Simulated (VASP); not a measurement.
Computed with PBEsol GGA, VASP's PBE PAW potentials (set 64) (plane waves; VASP).

Input for VASP

**INCAR**
```
SYSTEM  =  Bi2Te3
PREC  =  Accurate; ENCUT  =  500; LREAL  =  .False.
LASPH  =  .True.
EDIFF  =  1E-6; NELM  =  100; ALGO  =  Normal
LMAXMIX  =  4
ISMEAR  =  0; SIGMA  =  0.05
GGA  =  PS
IBRION  =  2; NSW  =  40; ISIF  =  3
EDIFFG  =  -0.02
LWAVE  =  .False.; LCHARG  =  .False.
```

**KPOINTS**
```
Automatic mesh
0
Gamma
6 6 6
0 0 0
```

File POSCAR:
```
Bi2Te3
1.0
 10.1877227805  -2.1906382085  -0.0070842551
 10.1877227805   2.1906382085  -0.0070842551
  9.7192933143   0.0000000000   3.7581866992
Bi Te
2 3
Cart
 12.0283340393   0.0000000000   1.4964177497
 18.0664048360  -0.0000000000   2.2476004393
  9.7192933143   0.0000000000   3.7581866992
  6.3183271858   0.0000000000   0.7860487511
 23.7764116895   0.0000000000   2.9579694379
```

POTCAR, in this order: Bi_d Te (PBE.64 set). Program: vasp_std.

Output

File OUTCAR:
```
 ion  position               nearest neighbor table
   1  0.400  0.400  0.400-   5 3.06   5 3.06   5 3.06   3 3.23   3 3.23   3 3.23
   2  0.600  0.600  0.600-   4 3.06   4 3.06   4 3.06   3 3.23   3 3.23   3 3.23
   3  0.000  0.000  0.000-   2 3.23   2 3.23   1 3.23   1 3.23   2 3.23   1 3.23
   4  0.210  0.210  0.210-   2 3.06   2 3.06   2 3.06   5 3.65   5 3.65   5 3.65
   5  0.790  0.790  0.790-   1 3.06   1 3.06   1 3.06   4 3.65   4 3.65   4 3.65
  LATTYP: Found a trigonal (rhomboedric) cell.
 ALAT       =    10.4205873827
 COS(alpha) =     0.9116132771
 Subroutine PRICEL returns:
 Original cell was already a primitive cell.
 Subroutine GETGRP returns: Found 12 space group operations
The static configuration has the point symmetry D_3d.
The dynamic configuration has the point symmetry D_3d.
 Subroutine INISYM returns: Found 12 space group operations
 Subroutine IBZKPT returns following result:
 Found     32 irreducible k-points:

 Following reciprocal coordinates:
            Coordinates               Weight
  0.000000  0.000000  0.000000      1.000000
  0.166667  0.000000 -0.000000      6.000000
  0.333333  0.000000 -0.000000      6.000000
  0.500000  0.000000 -0.000000      3.000000
  0.166667  0.166667 -0.000000      6.000000
  0.333333  0.166667 -0.000000     12.000000
  0.500000  0.166667 -0.000000     12.000000
 -0.333333  0.166667  0.000000     12.000000
 -0.166667  0.166667  0.000000      6.000000
  0.333333  0.333333 -0.000000      6.000000
  0.500000  0.333333 -0.000000     12.000000
 -0.333333  0.333333  0.000000      6.000000
  0.500000  0.500000 -0.000000      3.000000
  0.166667  0.166667  0.166667      2.000000
  0.333333  0.166667  0.166667      6.000000
  0.500000  0.166667  0.166667      6.000000
 -0.333333  0.166667  0.166667      6.000000
 -0.166667  0.166667  0.166667      6.000000
  0.333333  0.333333  0.166667      6.000000
  0.500000  0.333333  0.166667     12.000000
...
```

### OSZICAR
```
       N       E                     dE             d eps       ncg     rms          rms(c)
DAV:   1     0.432880479732E+03    0.43288E+03   -0.21469E+04  1792   0.161E+03
DAV:   2     0.287865314588E+02   -0.40409E+03   -0.39391E+03  1916   0.408E+02
DAV:   3    -0.182819743413E+02   -0.47069E+02   -0.45149E+02  2300   0.150E+02
DAV:   4    -0.204455540576E+02   -0.21636E+01   -0.21339E+01  2040   0.325E+01
DAV:   5    -0.205628159748E+02   -0.11726E+00   -0.11679E+00  2596   0.756E+00    0.799E+00
DAV:   6    -0.202969449358E+02    0.26587E+00   -0.64007E-01  2056   0.515E+00    0.599E+00
DAV:   7    -0.202985651005E+02   -0.16202E-02   -0.28827E-01  2376   0.249E+00    0.996E-01
DAV:   8    -0.202965491217E+02    0.20160E-02   -0.29895E-02  2040   0.113E+00    0.585E-01
DAV:   9    -0.202959799225E+02    0.56920E-03   -0.69836E-03  2176   0.464E-01    0.315E-01
DAV:  10    -0.202961129832E+02   -0.13306E-03   -0.96811E-04  2024   0.179E-01    0.101E-01
DAV:  11    -0.202961241962E+02   -0.11213E-04   -0.11276E-04  2168   0.727E-02    0.361E-02
DAV:  12    -0.202961279594E+02   -0.37631E-05   -0.34571E-05  2216   0.264E-02    0.284E-02
DAV:  13    -0.202961257648E+02    0.21946E-05   -0.54914E-06  1872   0.129E-02    0.516E-03
DAV:  14    -0.202961258181E+02   -0.53368E-07   -0.22450E-06  1700   0.898E-03
   1 F= -.20296126E+02 E0= -.20296124E+02  d E =-.202961E+02
       N       E                     dE             d eps       ncg     rms          rms(c)
DAV:   1    -0.202970172190E+02   -0.89145E-03   -0.42217E-02  2248   0.205E+00    0.173E-01
DAV:   2    -0.202963224852E+02    0.69473E-03   -0.23117E-03  2272   0.511E-01    0.724E-02
DAV:   3    -0.202961633643E+02    0.15912E-03   -0.67077E-04  2256   0.275E-01    0.146E-02
DAV:   4    -0.202961639421E+02   -0.57778E-06   -0.35280E-05  2600   0.511E-02    0.134E-02
DAV:   5    -0.202961653204E+02   -0.13783E-05   -0.26012E-06  1392   0.127E-02    0.775E-03
DAV:   6    -0.202961664716E+02   -0.11513E-05   -0.95506E-07  1116   0.726E-03    0.325E-03
DAV:   7    -0.202961668414E+02   -0.36979E-06   -0.29635E-07  1076   0.559E-03
   2 F= -.20296167E+02 E0= -.20296165E+02  d E =-.410233E-04
```

File OUTCAR:
```
------------------------ aborting loop because EDIFF is reached ----------------------------------------
  FORCE on cell =-STRESS in cart. coord.  units (eV):
  Direction    XX          YY          ZZ          XY          YZ          ZX
  --------------------------------------------------------------------------------------
  Total        0.0464218      0.0459850      0.0459917      0.0000000      0.0000000      0.0000543
  in kB        0.4432725      0.4391010      0.4391656      0.0000000      0.0000000      0.0005189
  external PRESSURE =       0.4405130 kB  Pullay stress =       0.0000000 kB
  volume of cell :      167.79
      direct lattice vectors                 reciprocal lattice vectors
    10.181764797 -2.189579831 -0.007209708     0.049017643 -0.228354314 -0.126758574
    10.181764797  2.189579831 -0.007209708     0.049017643  0.228354314 -0.126758574
     9.713561647  0.000000000  3.756242105     0.000188168  0.000000000  0.265736922
 POSITION                                       TOTAL-FORCE (eV/Angst)
 -----------------------------------------------------------------------------------
     12.02231      0.00000      1.49567         0.007446      0.000000      0.000926
     18.05478      0.00000      2.24615        -0.007446      0.000000     -0.000926
     20.36353      0.00000     -0.01442        -0.000000     -0.000000      0.000000
      6.31472      0.00000      0.78560        -0.013897      0.000000     -0.001729
     23.76238      0.00000      2.95622         0.013897      0.000000      0.001729
 -----------------------------------------------------------------------------------
    total drift:                               -0.000000      0.000000      0.000000
  FREE ENERGIE OF THE ION-ELECTRON SYSTEM (eV)
  ---------------------------------------------------
  free  energy   TOTEN  =       -20.2961668414 eV

  energy  without entropy=      -20.2961638215  energy(sigma->0) =      -20.29616533

 reached required accuracy - stopping structural energy minimisation
```
(Selected blocks of OUTCAR.)

**CONTCAR**
```
Bi2Te3
   1.00000000000000
    10.1817647971021596   -2.1895798309649224   -0.0072097080601784
    10.1817647971021596    2.1895798309649224   -0.0072097080601784
     9.7135616467715682    0.0000000000000000    3.7562421054760606
  Bi              Te
     2     3
Direct
     0.3997164443868853    0.3997164443868853    0.3997164443868853
     0.6002835556131146    0.6002835556131146    0.6002835556131146
     1.0000000000000000    1.0000000000000000    0.0000000000000000
     0.2099510010229463    0.2099510010229463    0.2099510010229463
     0.7900489989770537    0.7900489989770537    0.7900489989770537
```

Without a dispersion term in the relaxation, distances and binding between the weakly bound layers, chains or molecules are unreliable, and so is what depends on them.

The compound is Bi2Te3 in the tetradymite structure. This run relaxes it. Symmetry was kept, so distortions that lower it aren't found.
